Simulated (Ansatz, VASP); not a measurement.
## CS2 (CdI2 type (invented)): VASP beside Ansatz

One calculation is typed for both programs; each brings its own data sets. How far apart do they land? The cell is generated by rule, not measured, and may not be a known phase. The cell is taken from a series of runs on this material, whose earlier steps may have relaxed, scaled, displaced or heated it; both programs get it as it stands.

Main program and level: Ansatz 0.2.0; plane waves, with VASP 6.6.1 beside it; relaxation of cell and atoms at PBE with D4.

### Step 1. The structure

Symmetry: P-3m1, No. 164, trigonal system. The conventional cell has a = 2.885 Å, b = 2.885 Å, c = 5.656 Å, α = 90.00°, β = 90.00°, γ = 120.00°. Nearest to C lie 6 S at 2.04 Å. Nearest to S lie 3 C at 2.04 Å. Farther neighbours and most contacts between anions are not listed.

### Step 2. Ansatz: relaxation of cell and atoms, PBE with D4

Ansatz runs on its default PAW (the set named soft_2) files.

The relaxed volume is the usual yardstick between codes: in a stiff, nearly cubic crystal its relative difference is about their pressure difference at one cell divided by the bulk modulus.

The input, input.yaml:

```yaml
crystal:
  lattice:
    - [2.884999, 0.0, 0.0]
    - [-1.442499, 2.498482, 0.0]
    - [0.0, 0.0, 5.65559]
  atoms:
    - { symbol: C, position: [0.0, 0.0, 0.0] }
    - { symbol: S, position: [0.333333, 0.666667, 0.208253] }
    - { symbol: S, position: [0.666667, 0.333333, 0.791747] }
kpoints:
  mp_grid: { grid: [9, 9, 4] }
hamiltonian:
  xc: pbe
  dispersion: d4
scf:
  occupations: { method: gaussian, width: 0.1 }
output:
  forces: true
  stress: true
  eigenvalues: true
relax:
  adjacent_minimum: "off"
  f_tol: 0.05
  max_steps: 80
  cell: { stress_tol: 0.5 }
```

On the command line:

```sh
> ansatz run input.yaml --threads 2 --pin off --max-ram 5120MiB --backend cpu --events-out ev --progress --plain --runs-dir out
```

Numbers of over 12 decimals in the logs are rounded to 6 here.

Output:

```text
Warning: the atoms were moved onto the symmetric positions of the space group found under crystal.symmetry.tolerance 1.0e-5 (fractional; no operation is sought that the atoms, as they stand in a round, miss by more than twice it, and no atom is moved by as much as it), and the run uses the moved positions. Before a round's move an operation carried an atom to 2.88e-6 Å from where it should land, the largest such dist [...]
The last accepted step is kept in <dir> (removed where the run ends without a failure and the disk answers)
Engine: ansatz 0.2.0, aarch64-unknown-linux-gnu
Pseudopotentials: kind: paw
Pseudopotential: C, paw, valence charge 4, recommended cutoff 420 eV (normal), C.paw.azcp
Pseudopotential: S, paw, valence charge 6, recommended cutoff 420 eV (normal), S.paw.azcp
Functional definition: PBE
  parameter kappa = 0.804
  parameter beta = 0.066725
  exchange = pbe_x(kappa = kappa, mu = beta*pi^2/3)
  correlation = pbe_c(beta = beta)
Crystal: 3 atoms, lattice volume = 40.766 Å³
Basis set: ecut = 420 eV, 799 PW (Γ), exchange–correlation on 40×40×80 points (8 copies of the dense FFT grid, shifted against one another)
Bands: 12, of which v1, the nominal top of the filled ones, is band 8 counted from 1 (7 counted from 0)
Symmetry: 12 space group operations
Space group: P-3m1 (ITA 164), of the structure as read, at distance tolerance 3.4e-5 Å
k-points: 43 of 324
Non-local potential: C, projectors of the file, l = 0: 2, l = 1: 2, l = 2: 1
Non-local potential: S, projectors of the file, l = 0: 2, l = 1: 2, l = 2: 2
PAW form: soft (Blöchl's): semilocal exchange-correlation on the pseudo side does not see the compensation charge
PAW one-centre angular grid: C, 110 points (default); XC on 64 Gauss nodes
PAW one-centre angular grid: S, 110 points (default); XC on 64 Gauss nodes
Initial density: superposition of atomic densities (neutral atoms: chi_scale 0, normalization atom), corrected by the library's trained network
Initial wavefunctions: pseudopotential atomic-orbital guess
Functional: x = pbe(κ = 0.804, μ = 0.219515), c = pbe(β = 0.066725)
SCF iter   1: F=—  HF=-2051.479262 eV  |F-HF|=—  |Δ(HF+E_count)|=         —  Δρ=5.40e-3  dr2=6.67e-3  ethr=1.77e-3  ⟨swp⟩=5.9  Hψ=3478  notcnv=0
[...]
SCF iter   6: F=-2051.568917 eV  HF=-2051.568917 eV  |F-HF|=2.45e-8  |Δ(HF+E_count)|=   2.27e-7  Δρ=1.08e-5  dr2=3.95e-8  ethr=1.87e-9  ⟨swp⟩=6.7  Hψ=2738  notcnv=0
SCF 3 converged in 6 iterations: F = -2051.568917 eV  dr2 = 3.95e-8
relax step   3: F+E_penalty+E_count = -2051.56891728 eV  Δ(F+E_penalty+E_count) = -7.960e-2 eV  max|allowed force component| = 1.591e-1 eV/Å  Δτ_max = 0.0477 Å  P = +2.976 GPa  Ω = 40.021 Å³  energy of the carried Pulay correction = +5.163e-4 eV  (6 SCF iters, dr2 threshold 3.00e-7 eV, accepted)
[...]
relax step   4: F+E_penalty+E_count = -2051.57531882 eV  Δ(F+E_penalty+E_count) = -6.402e-3 eV  max|allowed force component| = 1.437e-1 eV/Å  Δτ_max = 0.0097 Å  P = +1.468 GPa  Ω = 40.767 Å³  energy of the carried Pulay correction = -3.372e-7 eV  (6 SCF iters, dr2 threshold 3.00e-7 eV, accepted)
[...]
relax step   5: F+E_penalty+E_count = -2051.57741643 eV  Δ(F+E_penalty+E_count) = -2.098e-3 eV  max|allowed force component| = 7.404e-3 eV/Å  Δτ_max = 0.0113 Å  P = +0.136 GPa  Ω = 40.895 Å³  energy of the carried Pulay correction = -8.817e-5 eV  (6 SCF iters, dr2 threshold 3.00e-7 eV, accepted)
[...]
relax step   6: F+E_penalty+E_count = -2051.57750723 eV  Δ(F+E_penalty+E_count) = -9.080e-5 eV  max|allowed force component| = 7.394e-3 eV/Å  Δτ_max = 0.0000 Å  P = +0.137 GPa  Ω = 40.895 Å³  stress off target by 3.88e-1 GPa  SCF on the basis re-selected at this cell (its energy is not comparable with the rows above)  (6 SCF iters)
basis re-selected at this cell: Δ(F+E_penalty+E_count) = -9.080e-5 eV, ΔP = +0.001 GPa vs the last step (what re-selecting the basis moved, of the pressure what is left beyond the Pulay correction that the steps carried, after the strain that the cell walked since its last selection, with what the two solves' SCF thresholds leave and, on support functions, any second-order correction that the steps lacked; it is no m [...]
SCF converged after 6 iterations
Free energy (F): -2051.577507 eV
Harris-Foulkes:  -2051.577507 eV  (|F-HF|=2.73e-12)
Internal energy: -2051.570616 eV  (E = F + TS)
E sigma→0 (E₀):  -2051.574062 eV
Entropy (-TS):   -0.006891 eV (-2.297 meV/atom)
Fermi energy:    8.862525 eV
--- Per-component energies (eV) ---
  E_band       = 23.128316
  E_kinetic    = 296.889651
  E_local      = -370.298014  (includes V_loc(G=0)·N_el)
  E_nonlocal   = 85.082014
  E_hartree    = 129.592971
  E_xc         = -240.848926
  E_vxc        = -232.780510  (∫ρ·V_xc dr)
  E_paw        = -1298.352457  (= ΣΔE_a)
  E_vpaw       = -14.950790  (= ΣTr[D̂ρ^β])
  E_aug_tail   = 0.000008  (compensation charges beyond the density's cutoff)
  E_ewald      = -652.698877
  E_disp       = -0.936986  (pairwise vdW)
  E_smearing   = -0.006891  (= −TS)
  E_closure    = 0.000000  (closes the sum)
  Σ components = -2051.577507   (vs F -2051.577507, Δ=0.00e0)
--- Forces (eV/Å), atoms counted from 1 ---
  atom   1  C      0.00000000    -0.00000000     0.00000000
  atom   2  S      0.00000000    -0.00000000     0.00739418
  atom   3  S     -0.00000000     0.00000000    -0.00739418
  max |Σ_I F_I| component: 2.31e-18 eV/Å
--- Stress (GPa, compression-positive) ---
        0.011900      -0.000000       0.000000
       -0.000000       0.011900      -0.000000
        0.000000      -0.000000       0.388328
  P = ⅓ Tr σ = 0.1374 GPa (1.374 kbar)
--- Band table (eV; the first three rows and the last of 43) ---
  k-point 0: bands = [... 4 lower, 6.8465, 6.8465, 9.4673, 9.4673, 10.6136, 12.4156, 12.4156, 13.1330]
  k-point 1: bands = [... 4 lower, 6.8461, 6.8461, 9.4956, 9.4956, 11.2196, 12.3466, 12.3466, 12.9967]
  k-point 2: bands = [... 4 lower, 6.8459, 6.8459, 9.5248, 9.5248, 11.6718, 12.2777, 12.2777, 12.8511]
  k-point 42: bands = [... 4 lower, 1.8436, 1.8436, 7.0865, 7.0865, 9.5077, 12.3705, 12.4175, 12.4175]
--- Relaxed structure (5 steps of the walk, 5 accepted, 1 SCFs on fresh bases) ---
  F+E_penalty+E_count = -2051.57750723 eV   max|allowed force component| = 7.394e-3 eV/Å   (the final SCF, on the basis selected at the relaxed cell)
  cell:  # Å, volume = 40.8949 Å³
    - [2.887244, -2.888998298149942e-7, 0]
    - [-1.443622, 2.500427, 3.804139258660309e-19]
    - [0, 8.611089200442602e-19, 5.664622]
  atoms:
    - { symbol: C, position: [0, 0, 0] }
    - { symbol: S, position: [0.333333, 0.666667, 0.219263] }
    - { symbol: S, position: [0.666667, 0.333333, 0.780737] }
```

### Step 3. VASP: relaxation of cell and atoms, PBE with D4

The same cell, functional, mesh and smearing now go to VASP, with its own data sets.

Lines of VASP's logs that name or quote its potential files are left out, and so is its time.

The input, INCAR:

```
SYSTEM = CS2
PREC = Accurate
ENCUT = 600
EDIFF = 1E-07
NELM = 120
ISMEAR = 0
SIGMA = 0.1
LREAL = .FALSE.
ALGO = Normal
GGA = PE
IVDW = 13
NBANDS = 14
LORBIT = 11
LWAVE = .FALSE.
LCHARG = .FALSE.
ISIF = 3
IBRION = 2
NSW = 80
EDIFFG = -0.005
LASPH = .TRUE.
GGA_COMPAT = .FALSE.
NELMIN = 4
```

The input, POSCAR:

```
CS2
1.0
    2.8849990000      0.0000000000      0.0000000000
   -1.4424990000      2.4984820000      0.0000000000
    0.0000000000      0.0000000000      5.6555900000
C S
1 2
Direct
    0.0000000000      0.0000000000      0.0000000000
    0.3333333333      0.6666666667      0.2082530735
    0.6666666667      0.3333333333      0.7917469265
```

The input, KPOINTS:

```
Automatic mesh
0
Gamma
9 9 4
0 0 0
```

PAW data sets: C and S (PBE family, release 64).

On the command line:

```sh
> mpirun -np 1 vasp_std
```

Output:

```text
[banner, memory and clock lines left out]
running    1 mpi-ranks, on    1 nodes
 distrk:  each k-point on    1 cores,    1 groups
 distr:  one band on    1 cores,    1 groups

 POSCAR found type information on POSCAR C S
 POSCAR found :  2 types and       3 ions
 LDA part: xc-table for (Slater+PW92), standard interpolation
 POSCAR, INCAR and KPOINTS ok, starting setup
 FFT: planning ... GRIDC
 FFT: planning ... GRID_SOFT
 FFT: planning ... GRID
 WAVECAR not read
 entering main loop
       N       E                     dE             d eps       ncg     rms          rms(c)
DAV:   1     0.673636316118E+02    0.67364E+02   -0.81241E+03  1204   0.117E+03
DAV:   2    -0.909762883064E+01   -0.76461E+02   -0.70206E+02  1610   0.183E+02
DAV:   3    -0.130660961591E+02   -0.39685E+01   -0.39009E+01  1582   0.441E+01
DAV:   4    -0.131153570956E+02   -0.49261E-01   -0.49236E-01  1490   0.571E+00
DAV:   5    -0.131162367301E+02   -0.87963E-03   -0.87957E-03  1630   0.744E-01    0.177E+01
DAV:   6    -0.129656055817E+02    0.15063E+00   -0.24063E-01  1394   0.513E+00    0.927E+00
DAV:   7    -0.129643466051E+02    0.12590E-02   -0.94201E-02  1444   0.265E+00    0.377E+00
DAV:   8    -0.129596051230E+02    0.47415E-02   -0.20482E-02  1546   0.125E+00    0.183E-01
DAV:   9    -0.129594887934E+02    0.11633E-03   -0.34104E-03  1558   0.419E-01    0.130E-01
DAV:  10    -0.129594066685E+02    0.82125E-04   -0.81995E-04  1510   0.195E-01    0.772E-02
DAV:  11    -0.129593867458E+02    0.19923E-04   -0.20648E-04  1402   0.106E-01    0.567E-02
DAV:  12    -0.129593813057E+02    0.54401E-05   -0.15990E-05  1408   0.315E-02    0.100E-02
DAV:  13    -0.129593804099E+02    0.89578E-06   -0.43735E-06  1534   0.151E-02    0.409E-03
DAV:  14    -0.129593807124E+02   -0.30251E-06   -0.65052E-07  1426   0.603E-03    0.262E-03
DAV:  15    -0.129593806445E+02    0.67953E-07   -0.60664E-08   854   0.197E-03
   1 F= -.13898888E+02 E0= -.13895511E+02  d E =-.138989E+02
[... from here on, the cycles between the ionic steps are left out ...]
   2 F= -.13862593E+02 E0= -.13859560E+02  d E =0.362952E-01
   3 F= -.13989404E+02 E0= -.13985517E+02  d E =-.905162E-01
   8 F= -.13990556E+02 E0= -.13986701E+02  d E =-.352967E-03
   9 F= -.13990747E+02 E0= -.13986901E+02  d E =-.543865E-03
  10 F= -.13990895E+02 E0= -.13987067E+02  d E =-.691867E-03
  11 F= -.13991012E+02 E0= -.13987200E+02  d E =-.116677E-03
  12 F= -.13991325E+02 E0= -.13987564E+02  d E =-.430051E-03
  13 F= -.13991769E+02 E0= -.13988111E+02  d E =-.874033E-03
  14 F= -.13991885E+02 E0= -.13988444E+02  d E =-.989811E-03
  15 F= -.13991969E+02 E0= -.13988430E+02  d E =-.107369E-02
  16 F= -.13992011E+02 E0= -.13988469E+02  d E =-.423661E-04
 trial-energy change:   -0.000042  1 .order   -0.000044   -0.000060   -0.000029
 step:   0.5677(harm=  0.5677)  dis= 0.00103  next Energy=   -13.992026 (dE=-0.574E-04)
 bond charge predicted
       N       E                     dE             d eps       ncg     rms          rms(c)
DAV:   1    -0.130579082493E+02    0.47738E-03   -0.87820E-04  1204   0.195E-01    0.240E-02
DAV:   2    -0.130579075062E+02    0.74315E-06   -0.60751E-05  1618   0.574E-02    0.245E-02
DAV:   3    -0.130579058494E+02    0.16567E-05   -0.19107E-06  1318   0.977E-03    0.187E-02
DAV:   4    -0.130579050365E+02    0.81290E-06   -0.24359E-06  1450   0.963E-03    0.217E-03
DAV:   5    -0.130579051316E+02   -0.95105E-07   -0.86364E-08   718   0.228E-03
  17 F= -.13992023E+02 E0= -.13988477E+02  d E =-.537008E-04
 curvature:  -0.39 expect dE=-0.113E-05 dE for cont linesearch -0.566E-09
 trial: gam= 0.00923 g(F)=  0.136E-05 g(S)=  0.155E-05 ort =-0.635E-06 (trialstep = 0.351E+00)
 search vector abs. value=  0.292E-05
 reached required accuracy - stopping structural energy minimisation
```

Parts of OUTCAR (step 3):

```text
ion  position               nearest neighbor table
   1  0.000  0.000  0.000-   2 2.04   3 2.04   3 2.04   2 2.04   3 2.04   2 2.04
   2  0.333  0.667  0.208-   1 2.04   1 2.04   1 2.04
   3  0.667  0.333  0.792-   1 2.04   1 2.04   1 2.04

  LATTYP: Found a hexagonal cell.
 ALAT       =     2.8849990000
 C/A-ratio  =     1.9603438337

 Subroutine GETGRP returns: Found 12 space group operations
 (whereof 12 operations were pure point group operations)

The static configuration has the point symmetry D_3d.

 Found     43 irreducible k-points:

   k-points           NKPTS =     43   k-points in BZ     NKDIM =     43   number of bands    NBANDS=     14

   dimension x,y,z NGX =    24 NGY =   24 NGZ =   48
   dimension x,y,z NGXF=    48 NGYF=   48 NGZF=   96

   ENCUT  =  600.0 eV  44.10 Ry    6.64 a.u.   5.76  5.76 11.30*2*pi/ulx,y,z

   NELECT =      16.0000    total number of electrons

 k-points in reciprocal lattice and weights: Automatic mesh
   0.00000000  0.00000000  0.00000000       0.003
   0.11111111  0.00000000  0.00000000       0.019
   0.22222222 -0.00000000  0.00000000       0.019
   0.33333333  0.00000000  0.00000000       0.019
   0.44444444 -0.00000000  0.00000000       0.019
   0.11111111  0.11111111  0.00000000       0.019
   0.22222222  0.11111111  0.00000000       0.037
   0.33333333  0.11111111  0.00000000       0.037
   0.44444444  0.11111111  0.00000000       0.019
[...]
0.33333333  0.22222222  0.50000000       0.037
   0.33333333  0.33333333  0.50000000       0.006

 average (electrostatic) potential at core
       1 -50.0315       2 -85.6194       3 -85.6194

 E-fermi :   7.1251

 k-point     1 :       0.0000    0.0000    0.0000
  band No.  band energies     occupation
    ...
      2      -8.0612      2.00000
      3      -2.1465      2.00000
      4       4.6048      2.00000
      5       5.1023      2.00000
      6       5.1023      2.00000
      7       7.7291      0.00000
      8       7.7291      0.00000
      9       8.9052      0.00000
     10      10.6854      0.00000
     11      10.6854      0.00000
    ...

 k-point     2 :       0.1111    0.0000    0.0000
  band No.  band energies     occupation
    ...
      3      -1.9694      2.00000
      4       3.5060      2.00000
      5       4.5321      2.00000
      6       4.6293      2.00000
      7       6.5767      2.00000
      8       7.8771      0.00000
      9       9.6356      0.00000
     10      10.1204      0.00000
     11      10.7726      0.00000
     12      12.0757      0.00000
    ...

 k-point     3 :       0.2222   -0.0000    0.0000
  band No.  band energies     occupation
    ...
      3      -1.6246      2.00000
      4       0.9712      2.00000
      5       3.5574      2.00000
      6       3.7361      2.00000
      7       5.5377      2.00000
      8       7.6563      0.00000
      9       8.2234      0.00000
     10      11.1256      0.00000
     11      11.1380      0.00000
     12      11.7095      0.00000
    ...

  DFT-D4 for vdW energy calculation

  Edisp (eV):   -0.93412

  Total      -0.00606    -0.00606     0.00479    -0.00000     0.00000     0.00000
  in kB      -0.23656    -0.23656     0.18716    -0.00000     0.00000     0.00000
  external pressure =       -0.10 kB  Pullay stress =        0.00 kB

  energy-cutoff  :      600.00
  volume of cell :       41.03
      direct lattice vectors                 reciprocal lattice vectors
     2.885008770 -0.000000000 -0.000000000     0.346619397  0.200120767  0.000000000
    -1.442503885  2.498490461 -0.000000000     0.000000000  0.400241672  0.000000000
    -0.000000000 -0.000000000  5.692681478     0.000000000  0.000000000  0.175664141

 POSITION                                       TOTAL-FORCE (eV/Angst)
 -----------------------------------------------------------------------------------
     -0.00000      0.00000     -0.00000         0.000000     -0.000000      0.000000
      0.00000      1.66566      1.24072        -0.000000     -0.000000      0.003748
      1.44250      0.83283      4.45196         0.000000      0.000000     -0.003748
 -----------------------------------------------------------------------------------
    total drift:                                0.000000     -0.000000      0.000000

  FREE ENERGIE OF THE ION-ELECTRON SYSTEM (eV)
  ---------------------------------------------------
  free  energy   TOTEN  =       -13.9920226094 eV

  energy  without entropy=      -13.9849323535  energy(sigma->0) =      -13.98847748

 reached required accuracy - stopping structural energy minimisation

 total charge
# of ion       s       p       d       tot
------------------------------------------
    1        0.879   1.286   0.000   2.165
    2        1.408   2.170   0.000   3.579
    3        1.408   2.170   0.000   3.579
--------------------------------------------------
tot          3.696   5.627   0.000   9.323

[... 3 further parts left out ...]
```

### Step 4. Differences

Known differences besides the potentials themselves: the cutoff is 420 eV in Ansatz and 600 eV in VASP; Ansatz adds a Pulay correction to the stress that steers its cell, VASP none. Total energies have different zeros and are not compared.

Both answers:

| quantity | Ansatz | VASP | difference |
| --- | --- | --- | --- |
| volume (Å³) | 40.89 | 41.03 | -0.34 % |
| edge a after relaxation, in the typed setting (Å) | 2.887 | 2.885 | +0.08 % |
| edge c after relaxation, in the typed setting (Å) | 5.665 | 5.693 | -0.49 % |

### Step 5. What came out

* difference in edge c after relaxation, in the typed setting (relaxation of cell and atoms, PBE with D4): -0.49 %

**Reading.** The difference in edge c after relaxation, in the typed setting is -0.49 % (relaxation of cell and atoms, PBE with D4), within the 1.2 % picked in this series as the mark of a large difference, as far as the stopping tolerances let one tell. Such differences can come from data sets, numerical settings and the points named under the comparisons, not from the functional's error against experiment.

[Lines on the potential files, build, host, timing and source positions are cut from VASP's logs without a mark.]

[Logs are printed without paths, hosts, clocks, repeated set-up lines and the standing remarks that a program may print on its own settings, such as how far it seeks lower states.]

[Hosts, paths, dates, database ids (printed as entryN), source tags and the programs' standing remarks are cut or masked in the printed files.]
